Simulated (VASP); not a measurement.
# SbC2 with r2SCAN: from relaxation to properties, part 5 of 7

What structure does SbC2 take at this level, and what are its properties? The cell is invented: it takes the structure of a Materials Project entry for LuC2 (space group 139 there), with some of its atoms replaced by other elements, volume scaled by an estimate. It may not be a known or stable phase.

VASP 6.6.1, plane waves and PAW; the level of theory is named at each step.

Still holding for the runs below: This run has no spin polarisation. Its electron count is odd, so without a moment it is a metal by construction. Spin-orbit coupling is off here; with elements this heavy it splits and shifts levels by tenths of an eV or more.

So far. Step 6 (Total and projected DOS (r2SCAN)): The finer mesh and the other smearing move the Fermi level by +0.01 eV from the 8×8×8 run, a small shift, which tests the Fermi level alone. Of the states within 0.3 eV of the Fermi level, the largest shares in the PAW spheres are Sb p 30 % and C p 13 %. The rest lies in smaller channels or between the spheres.

### Step 8. Band structure (TB-mBJ)

This step: TB-mBJ; plane waves and PAW (Sb, C); invented cell (VASP 6.6.1).

The mesh alone shows little of the dispersion and can miss band extrema, so KPOINTS_OPT adds a path through the symmetry points after the self-consistent cycle. TB-mBJ is a local potential fitted to gaps: it costs far less than a hybrid but gives no energy.

Contents of INCAR:

```
SYSTEM = SbC2
PREC = Accurate
ENCUT = 520
EDIFF = 1E-06
NELM = 150
ISMEAR = -1
SIGMA = 0.05
LREAL = .FALSE.
ALGO = Normal
METAGGA = MBJ
LASPH = .TRUE.
NBANDS = 19
LORBIT = 11
LWAVE = .FALSE.
LCHARG = .FALSE.
```

Contents of POSCAR:

```
SbC2
1.0
   -2.0794198753      2.0794198753      3.0636647962
    2.0794198753     -2.0794198753      3.0636647962
    2.0794198753      2.0794198753     -3.0636647962
Sb C
1 2
Direct
    0.0000000000      0.0000000000      0.0000000000
    0.6042858710      0.6042858710      0.0000000000
    0.3957141290      0.3957141290      0.0000000000
```

Contents of KPOINTS:

```
Automatic mesh
0
Gamma
8 8 8
0 0 0
```

Contents of KPOINTS_OPT:

```
Line mode
16
Line-mode
Reciprocal
  0.00000000   0.00000000   0.00000000 GAMMA
  0.00000000   0.00000000   0.50000000 X

  0.00000000   0.00000000   0.50000000 X
 -0.23034134   0.23034134   0.50000000 Y

 -0.23034134   0.23034134   0.50000000 Y
 -0.36517067   0.36517067   0.36517067 S

 -0.36517067   0.36517067   0.36517067 S
  0.00000000   0.00000000   0.00000000 GAMMA

  0.00000000   0.00000000   0.00000000 GAMMA
  0.50000000   0.50000000  -0.50000000 Z

  0.50000000   0.50000000  -0.50000000 Z
  0.36517067   0.63482933  -0.36517067 S1

  0.36517067   0.63482933  -0.36517067 S1
  0.00000000   0.50000000   0.00000000 N

  0.00000000   0.50000000   0.00000000 N
  0.25000000   0.25000000   0.25000000 P

  0.25000000   0.25000000   0.25000000 P
  0.50000000   0.50000000  -0.23034134 Y1

  0.50000000   0.50000000  -0.23034134 Y1
  0.50000000   0.50000000  -0.50000000 Z

  0.00000000   0.00000000   0.50000000 X
  0.25000000   0.25000000   0.25000000 P
```

Potentials, in the order of the species: Sb and C (PBE family, release 64).

Started as:

```sh
$ mpirun -np 1 vasp_std
```

Output:

```text
[... set-up lines as in an earlier step ...]
 entering main loop
       N       E                     dE             d eps       ncg     rms          rms(c)
DAV:   1     0.358675027804E+03    0.35868E+03   -0.47925E+03  2242   0.536E+02
DAV:   2     0.308951418246E+03   -0.49724E+02   -0.46003E+02  3001   0.120E+02
DAV:   3     0.305749060342E+03   -0.32024E+01   -0.31476E+01  2611   0.282E+01
DAV:   4     0.305718802904E+03   -0.30257E-01   -0.30242E-01  2759   0.333E+00
DAV:   5     0.305718480263E+03   -0.32264E-03   -0.32263E-03  2604   0.339E-01    0.963E+00
DAV:   6     0.309245768898E+03    0.35273E+01   -0.29287E+01  2342   0.287E+01    0.837E+00
DAV:   7     0.309395783071E+03    0.15001E+00   -0.25094E+01  2402   0.192E+01    0.483E+00
DAV:   8     0.311042314241E+03    0.16465E+01   -0.59377E+00  2402   0.103E+01    0.271E+00
DAV:   9     0.311549498245E+03    0.50718E+00   -0.24453E+00  2367   0.594E+00    0.150E+00
DAV:  10     0.312148053188E+03    0.59855E+00   -0.58093E-01  2391   0.308E+00    0.488E-01
DAV:  11     0.312220592758E+03    0.72540E-01   -0.21129E-01  2388   0.192E+00    0.219E-01
DAV:  12     0.312280384006E+03    0.59791E-01   -0.42082E-02  2406   0.839E-01    0.132E-01
DAV:  13     0.312294846687E+03    0.14463E-01   -0.94264E-03  2429   0.424E-01    0.455E-02
DAV:  14     0.312283252911E+03   -0.11594E-01   -0.15805E-03  2484   0.175E-01    0.301E-02
DAV:  15     0.312296522527E+03    0.13270E-01   -0.19293E-04  2485   0.612E-02    0.191E-02
DAV:  16     0.312291588536E+03   -0.49340E-02   -0.28109E-05  2457   0.254E-02    0.446E-03
DAV:  17     0.312292321057E+03    0.73252E-03   -0.30442E-06  2481   0.840E-03    0.179E-03
DAV:  18     0.312291921815E+03   -0.39924E-03   -0.40695E-07  1404   0.321E-03    0.216E-03
DAV:  19     0.312291965371E+03    0.43556E-04   -0.94888E-08  1259   0.183E-03    0.129E-03
DAV:  20     0.312292130643E+03    0.16527E-03   -0.75651E-08  1244   0.148E-03    0.114E-03
DAV:  21     0.312292093765E+03   -0.36878E-04   -0.18311E-08  1229   0.642E-04    0.915E-04
DAV:  22     0.312292100632E+03    0.68670E-05   -0.11216E-08  1223   0.545E-04    0.736E-04
DAV:  23     0.312292102685E+03    0.20532E-05   -0.33770E-09  1205   0.332E-04    0.767E-04
DAV:  24     0.312292078728E+03   -0.23956E-04   -0.57557E-09  1199   0.336E-04    0.583E-04
DAV:  25     0.312292043717E+03   -0.35012E-04   -0.62813E-09  1202   0.397E-04    0.481E-04
DAV:  26     0.312291999798E+03   -0.43919E-04   -0.33389E-09  1199   0.305E-04    0.334E-04
DAV:  27     0.312291987702E+03   -0.12096E-04   -0.12273E-09  1193   0.194E-04    0.342E-04
DAV:  28     0.312291951747E+03   -0.35955E-04   -0.37839E-09  1190   0.274E-04    0.184E-04
DAV:  29     0.312291888982E+03   -0.62765E-04   -0.84507E-09  1184   0.448E-04    0.514E-05
DAV:  30     0.312291865807E+03   -0.23175E-04   -0.25868E-09  1178   0.301E-04    0.387E-05
DAV:  31     0.312291855438E+03   -0.10369E-04   -0.10644E-09  1184   0.162E-04    0.687E-05
DAV:  32     0.312291844967E+03   -0.10471E-04   -0.70580E-10  1184   0.139E-04    0.874E-05
DAV:  33     0.312291836510E+03   -0.84564E-05   -0.13933E-10  1181   0.721E-05    0.111E-04
DAV:  34     0.312291840780E+03    0.42695E-05   -0.97615E-11  1184   0.479E-05    0.907E-05
DAV:  35     0.312291844010E+03    0.32305E-05   -0.71759E-11  1184   0.403E-05    0.810E-05
DAV:  36     0.312291850361E+03    0.63505E-05   -0.83944E-11  1184   0.448E-05    0.581E-05
DAV:  37     0.312291856854E+03    0.64930E-05   -0.77257E-11  1169   0.458E-05    0.411E-05
DAV:  38     0.312291861285E+03    0.44307E-05   -0.29307E-11  1169   0.325E-05    0.318E-05
DAV:  39     0.312291864641E+03    0.33567E-05   -0.11498E-11  1157   0.202E-05    0.236E-05
DAV:  40     0.312291867662E+03    0.30211E-05   -0.13614E-11  1157   0.197E-05    0.152E-05
DAV:  41     0.312291870531E+03    0.28690E-05   -0.68709E-12  1154   0.170E-05    0.864E-06
DAV:  42     0.312291872650E+03    0.21189E-05   -0.63297E-12  1157   0.131E-05    0.398E-06
DAV:  43     0.312291873563E+03    0.91310E-06    0.58779E-13  1157   0.765E-06
   1 F= 0.31229187E+03 E0= 0.31229654E+03  d E =-.933752E-02
 Start KPOINTS_OPT (optional k-point list driver)
k-point batch [1-59\176]
       N       E                     dE             ncg
DAV:   1     0.167387419648E+04   -0.19324E+05     2242
DAV:   2    -0.937265259089E+03   -0.26111E+04     2872
DAV:   3    -0.109131898903E+04   -0.15405E+03     2767
DAV:   4    -0.109245436667E+04   -0.11354E+01     2667
DAV:   5    -0.109246373073E+04   -0.93641E-02     2714
DAV:   6    -0.109246385769E+04   -0.12696E-03     2705
DAV:   7    -0.109246385964E+04   -0.19502E-05     2298
DAV:   8    -0.109246385986E+04   -0.21792E-06     1841
[...]
k-point batch [119-176\176]
       N       E                     dE             ncg
DAV:   1     0.169269092993E+04   -0.24161E+05     2204
DAV:   2    -0.739240390553E+03   -0.24319E+04     2962
DAV:   3    -0.870833390034E+03   -0.13159E+03     2596
DAV:   4    -0.871784880063E+03   -0.95149E+00     2671
DAV:   5    -0.871793066082E+03   -0.81860E-02     2640
DAV:   6    -0.871793178274E+03   -0.11219E-03     2744
DAV:   7    -0.871793179990E+03   -0.17161E-05     2166
DAV:   8    -0.871793180196E+03   -0.20557E-06     1720
```

Run time: 84 s. Hardware: 1 MPI rank of Intel Xeon 6975P-C (Granite Rapids), shared host; peak memory 0.23 GiB.

Parts of OUTCAR (step 8):

```text
   NELECT =      13.0000    total number of electrons

 E-fermi :   5.9415

 k-point     1 :       0.0000    0.0000    0.0000
  band No.  band energies     occupation
    ...
      2      -4.1741      2.00000
      3      -0.9787      2.00000
      4       2.0189      2.00000
      5       2.0189      2.00000
      6       4.0452      2.00000
      7       7.5520      0.00000
      8       7.5520      0.00000
      9       7.6626      0.00000
     10       7.6627      0.00000
     11       8.1939      0.00000
    ...

  Total       29.2010170     29.2010170     21.1957945      0.0000000      0.0000000      0.0000000
  in kB      882.9232256    882.9232256    640.8769671      0.0000000      0.0000000      0.0000000
  external PRESSURE =     802.2411394 kB  Pullay stress =       0.0000000 kB

 POSITION                                       TOTAL-FORCE (eV/Angst)
 -----------------------------------------------------------------------------------
      0.00000      0.00000      0.00000        -0.000000     -0.000000      0.000000
      0.00000      0.00000      3.70266        -0.000000     -0.000000     -1.100403
      0.00000      0.00000      2.42467         0.000000      0.000000      1.100403
 -----------------------------------------------------------------------------------
    total drift:                               -0.000000     -0.000000      0.000000

  FREE ENERGIE OF THE ION-ELECTRON SYSTEM (eV)
  ---------------------------------------------------
  free  energy   TOTEN  =       312.2918735634 eV

  energy  without entropy=      312.3012110860  energy(sigma->0) =      312.29654232

[... 8 parts as in an earlier step ...]

[... 9 further parts left out ...]
```

This functional is a potential without an energy, so its energies, forces and stress mean nothing and are not read.

This step gave:

* SCF cycles: 43
* bands: 19
* irreducible k-points: 59
* Fermi energy: 5.941 eV

Electronic bands along the path, in eV, zero at the Fermi level; # counts the bands kept, so #1 is VASP's band 3:

| point | #1 | #2 | #3 | #4 | #5 | #6 | #7 | #8 |
| --- | --- | --- | --- | --- | --- | --- | --- | --- |
| Γ | -6.92 | -3.92 | -3.92 | -1.90 | 1.61 | 1.61 | 1.72 | 1.72 |
| 0.53 of the way | -7.54 | -4.46 | -4.41 | -2.38 | 0.55 | 0.77 | 1.40 | 2.21 |
| X | -7.96 | -6.69 | -4.87 | -2.47 | 0.20 | 1.57 | 2.61 | 3.57 |
| 0.47 of the way | -8.13 | -6.57 | -4.54 | -2.38 | 0.56 | 0.81 | 2.54 | 3.78 |
| Y | -8.58 | -6.17 | -3.89 | -2.60 | 0.01 | 1.64 | 2.36 | 4.48 |
| 0.47 of the way | -8.78 | -5.69 | -3.90 | -3.12 | 0.53 | 2.11 | 2.30 | 4.30 |
| S | -8.87 | -4.89 | -4.60 | -3.25 | 1.33 | 1.53 | 2.74 | 4.04 |
| 0.53 of the way | -7.56 | -3.97 | -3.82 | -1.74 | -0.40 | 0.34 | 1.28 | 2.35 |
| Γ | -6.92 | -3.92 | -3.92 | -1.90 | 1.61 | 1.61 | 1.72 | 1.72 |
| 0.47 of the way | -5.81 | -4.79 | -4.63 | -4.63 | 1.35 | 1.35 | 4.14 | 4.14 |
| Z | -9.22 | -5.32 | -5.32 | -3.11 | 2.68 | 2.68 | 3.41 | 4.37 |
| 0.53 of the way | -9.12 | -5.19 | -5.09 | -3.15 | 2.09 | 2.28 | 3.55 | 4.17 |
| S1 | -8.87 | -4.89 | -4.60 | -3.25 | 1.33 | 1.53 | 2.74 | 4.04 |
| 0.47 of the way | -7.78 | -4.43 | -4.22 | -3.52 | 0.14 | 0.46 | 2.46 | 4.07 |
| N | -6.33 | -5.36 | -4.01 | -2.59 | -1.32 | -0.38 | 2.53 | 4.35 |
| 0.47 of the way | -6.26 | -5.46 | -5.02 | -3.89 | 0.12 | 0.79 | 2.69 | 3.77 |
| P | -6.02 | -5.95 | -5.95 | -4.53 | 1.35 | 1.35 | 3.41 | 3.41 |
| 0.53 of the way | -7.39 | -6.36 | -4.79 | -3.02 | 0.33 | 1.60 | 2.13 | 4.47 |
| Y1 | -8.58 | -6.17 | -3.89 | -2.60 | 0.01 | 1.64 | 2.36 | 4.48 |
| 0.53 of the way | -9.06 | -5.57 | -4.59 | -3.17 | 1.62 | 2.36 | 3.22 | 4.58 |
| Z | -9.22 | -5.32 | -5.32 | -3.11 | 2.68 | 2.68 | 3.41 | 4.37 |
| jump to X | -7.96 | -6.69 | -4.87 | -2.47 | 0.20 | 1.57 | 2.61 | 3.57 |
| 0.53 of the way | -7.04 | -6.47 | -5.29 | -3.44 | 0.65 | 2.11 | 2.14 | 4.27 |
| P | -6.02 | -5.95 | -5.95 | -4.53 | 1.35 | 1.35 | 3.41 | 3.41 |

Of the projections kept (Sb, C), the largest for each band there; the rest of the weight can lie on other orbitals:

| point | #1 | #2 | #3 | #4 | #5 | #6 | #7 | #8 |
| --- | --- | --- | --- | --- | --- | --- | --- | --- |
| Γ | C 0.87 | C 0.91 | C 0.91 | C 0.66 | Sb 0.86 | Sb 0.86 | C 0.85 | C 0.85 |
| X | C 0.82 | C 0.67 | C 0.77 | C 0.75 | C 0.81 | Sb 0.62 | C 0.55 | Sb 0.68 |
| Y | C 0.80 | C 0.71 | C 0.95 | C 0.72 | Sb 0.81 | C 0.85 | C 0.51 | Sb 0.65 |
| S | C 0.79 | C 0.82 | C 0.70 | C 0.83 | Sb 0.56 | Sb 0.76 | C 0.77 | C 0.97 |
| Γ | C 0.87 | C 0.91 | C 0.91 | C 0.66 | Sb 0.86 | Sb 0.86 | C 0.85 | C 0.85 |
| Z | C 0.78 | C 0.78 | C 0.78 | C 0.89 | Sb 0.67 | Sb 0.67 | Sb 1.00 | Sb 0.50 |

The electronic bands as a text plot (rows in eV, shown from -8.0 to 4.6 only; labels by their first letter):

```
    4.4 |    *      ***   *       ** *****  ****     ****  *   *
    3.9 |   *    ***   **  *     ** *     **    *   *       * * *
    3.3 |  *   **        *  *        ****        ***       * *
    2.8 | *   * **    **  *  *  **    ** **    **** *     * **  *
    2.3 |*  ** *  ****  *  ** ***    *  *  ****      ******** **
    1.7 |***  ***   * ** *   ***   **    *          ***    * ****
    1.2 |* ****  * *  **  ***** ***       *      ****  **       *
    0.7 | * **    *     **  **             *    **   *    *    *
    0.2 |  ** **** ***   ****               *  *      ****   **
   -0.4 |                 **                *** *
   -0.9 |                                    * *
   -1.4 |                   **                *
   -1.9 |***               *  **
   -2.5 |   *********     *     *             *        **    *
   -3.0 |            *** *            ****   * *      *  **** *
   -3.5 |               *        *   *    ***   *    *         *
   -4.0 |****      **** **********  *      ***** *      ***
   -4.6 |   **** **    **         **     ****   * *** **   *    *
   -5.1 |       *     **            ******   **  *   *      ***
   -5.6 |     *      *            *            **** *     ***  **
   -6.2 |      *   **            * *          ************     **
   -6.7 |*      ***            **            *       *       ***
   -7.2 | ***               ***     *       *         *
   -7.7 |    *****        **                           *     **
         Γ      X   Y  S       Γ      Z  S    N    P     Y  Z|X P
```

There is no gap at this level.

### Step 9. A semilocal run for the hybrid's start

This step: PBE; plane waves and PAW (Sb, C); invented cell (VASP 6.6.1).

A hybrid converges badly from random orbitals, so a cheap semilocal run writes a WAVECAR on the same mesh first.

Contents of INCAR:

```
SYSTEM = SbC2
PREC = Accurate
ENCUT = 520
EDIFF = 1E-05
NELM = 100
ISMEAR = -1
SIGMA = 0.05
LREAL = .FALSE.
ALGO = Normal
GGA = PE
NBANDS = 12
LORBIT = 11
LWAVE = .TRUE.
LCHARG = .FALSE.
```

POSCAR is that of step 8.

Contents of KPOINTS:

```
Automatic mesh
0
Gamma
5 5 5
0 0 0
```

Started as:

```sh
$ mpirun -np 1 vasp_std
```

Output:

```text
[banner, memory and clock lines left out]
running    1 mpi-ranks, on    1 nodes
 distrk:  each k-point on    1 cores,    1 groups
 distr:  one band on    1 cores,    1 groups

 POSCAR found type information on POSCAR SbC
 POSCAR found :  2 types and       3 ions
 LDA part: xc-table for (Slater+PW92), standard interpolation
 POSCAR, INCAR and KPOINTS ok, starting setup
 FFT: planning ... GRIDC
 FFT: planning ... GRID_SOFT
 FFT: planning ... GRID
 WAVECAR not read
 entering main loop
       N       E                     dE             d eps       ncg     rms          rms(c)
DAV:   1     0.427444223990E+02    0.42744E+02   -0.50064E+03   432   0.843E+02
DAV:   2    -0.159680734920E+02   -0.58712E+02   -0.56459E+02   608   0.160E+02
DAV:   3    -0.201964993279E+02   -0.42284E+01   -0.41723E+01   508   0.459E+01
DAV:   4    -0.202569586963E+02   -0.60459E-01   -0.60399E-01   472   0.659E+00
DAV:   5    -0.202579706290E+02   -0.10119E-02   -0.10119E-02   520   0.851E-01    0.875E+00
DAV:   6    -0.172680202906E+02    0.29900E+01   -0.94885E+00   460   0.190E+01    0.390E+00
DAV:   7    -0.172752107746E+02   -0.71905E-02   -0.72718E-01   472   0.600E+00    0.205E+00
DAV:   8    -0.172531888265E+02    0.22022E-01   -0.37203E-02   508   0.146E+00    0.578E-01
DAV:   9    -0.172517184888E+02    0.14703E-02   -0.90851E-03   500   0.729E-01    0.918E-02
DAV:  10    -0.172518421075E+02   -0.12362E-03   -0.92091E-04   484   0.227E-01    0.340E-02
DAV:  11    -0.172518722458E+02   -0.30138E-04   -0.57437E-05   504   0.558E-02    0.207E-02
DAV:  12    -0.172518799417E+02   -0.76959E-05   -0.16143E-05   340   0.288E-02
   1 F= -.17251880E+02 E0= -.17239450E+02  d E =-.248592E-01
 writing wavefunctions
```

It took 3.8 s on 1 MPI rank; peak memory 0.17 GiB.

From OUTCAR (step 9):

```text
   k-points           NKPTS =     18   k-points in BZ     NKDIM =     18   number of bands    NBANDS=     12

   NELECT =      13.0000    total number of electrons

 E-fermi :   5.7790

 k-point     1 :       0.0000    0.0000    0.0000
  band No.  band energies     occupation
    ...
      2      -4.0994      2.00000
      3      -0.5260      2.00000
      4       1.8463      2.00000
      5       1.8463      2.00000
      6       4.4176      2.00000
      7       7.1984      0.00000
      8       7.1984      0.00000
      9       7.2340      0.00000
     10       7.2340      0.00000
     11       7.8029      0.00000
    ...

  Total       -0.0202562     -0.0202562      0.7604709      0.0000000      0.0000000      0.0000000
  in kB       -0.6124668     -0.6124668     22.9936303      0.0000000      0.0000000      0.0000000
  external PRESSURE =       7.2562322 kB  Pullay stress =       0.0000000 kB

 POSITION                                       TOTAL-FORCE (eV/Angst)
 -----------------------------------------------------------------------------------
      0.00000      0.00000      0.00000         0.000000      0.000000     -0.000000
      0.00000      0.00000      3.70266        -0.000000     -0.000000      0.617547
      0.00000      0.00000      2.42467         0.000000      0.000000     -0.617547
 -----------------------------------------------------------------------------------
    total drift:                               -0.000000     -0.000000     -0.000000

  FREE ENERGIE OF THE ION-ELECTRON SYSTEM (eV)
  ---------------------------------------------------
  free  energy   TOTEN  =       -17.2518799417 eV

  energy  without entropy=      -17.2270207097  energy(sigma->0) =      -17.23945033

[... 6 parts as in an earlier step ...]

[... 10 further parts left out ...]
```

This step gave:

```yaml
scf_cycles: 12
bands: 12
irreducible_k_points: 18
free_energy_toten: -17.25 eV
energy_at_zero_smearing: -17.24 eV
fermi_energy: 5.779 eV
pressure: 0.7256 GPa
```

Force by atom:

| atom | x (eV/Å) | y (eV/Å) | z (eV/Å) | size |
| --- | --- | --- | --- | --- |
| Sb1 | 0.000 | 0.000 | 0.000 | 0.000 |
| C2 | 0.000 | 0.000 | 0.618 | 0.618 |
| C3 | 0.000 | 0.000 | -0.618 | 0.618 |

The run ends at a pressure of 0.73 GPa, with forces up to 0.62 eV/Å.

[end of part 5 of 7]

[Lines on the potential files, build, host, timing and source positions are cut from VASP's logs without a mark.]

[Logs are printed without paths, hosts, clocks, repeated set-up lines and the standing remarks that a program may print on its own settings, such as how far it seeks lower states.]

[Hosts, paths, dates, database ids (printed as entryN), source tags and the programs' standing remarks are cut or masked in the printed files.]

[A measured line is paired with the nearest computed mode of its activity, which favours agreement.]
